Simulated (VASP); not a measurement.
The system is TiB2.

```
Ti B
1.0
     3.02593    0.00000    0.00000
    -1.51296    2.62053    0.00000
     0.00000    0.00000    3.22877
Ti B
1 2
Direct
  0.00000 0.00000 0.00000
  0.33333 0.66667 0.50000
  0.66667 0.33333 0.50000
```

The cell is a database's computed one.

| Property | Result |
| --- | --- |
| Program | VASP 6.6.1 |
| Task | relaxation of cell and atoms |
| Functional | PBE |
| Dispersion | D3(BJ) |
| Potentials or basis | VASP PAW PBE potentials, release 64 (Ti_sv, B) |
| Cutoff | 600 eV |
| k mesh | 6 × 6 × 6 |
| Occupations | gaussian, width 0.1 eV |
| Spin | no spin polarisation |

At the start: pressure -6.8 GPa; volume 8.53 Å³/atom.

Question: How do energy, volume and symmetry change on relaxing?

Answer: Over 4 steps the energy falls by 5.9 meV/atom and the volume is 8.29 Å³/atom (-2.8 %); space group P6/mmm (No. 191, to 0.05 Å).

Step by step:
```csv
step,energy change (eV),largest force (eV/Å),pressure (GPa),volume (Å³)
1,0.0000,0.0000,-6.83,25.60
2,-0.0041,0.0000,7.11,24.28
3,-0.0165,0.0000,0.30,24.88
4,-0.0178,0.0000,0.02,24.88
```

Final structure:
```
CELL_PARAMETERS angstrom
3.00894 0.00000 0.00000
-1.50447 2.60582 0.00000
0.00000 0.00000 3.17328
ATOMIC_POSITIONS crystal
Ti 0.00000 0.00000 0.00000
B 0.33333 0.66667 0.50000
B 0.66667 0.33333 0.50000
```

Caveat: the k mesh is coarse (spacing up to 0.40 Å⁻¹), so the values aren't converged; pairwise dispersion overbinds metals, which lowers pressure and volume.
